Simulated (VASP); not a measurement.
Data:

```
CELL_PARAMETERS angstrom
      0.00000     2.79575     2.79575
      2.79575     0.00000     2.79575
      2.79575     2.79575     0.00000
ATOMIC_POSITIONS crystal
  Na 0.00000 0.00000 0.00000
  Cl 0.50000 0.50000 0.50000
```

Method: MS2 meta-GGA, VASP's PBE PAW potentials (set 64) (plane waves; VASP). Settings: 520 eV cut-off, 9×9×9 Γ-centred mesh, tetrahedra with Blöchl corrections, potentials Na_pv Cl.

### Question
What does the run give for the energy per atom (σ→0), band gap (over mesh and band path) with the smallest direct gap where there is one?

### Answer

The band gap (over mesh and band path) is 5.91 eV and the smallest direct gap (over mesh and band path) is 5.91 eV. The energy per atom (σ→0) comes out as -7.531 eV/atom.

The absolute energy has meaning only against runs of the same code, potentials and settings.

The compound is NaCl in the rock salt structure. It was relaxed first.
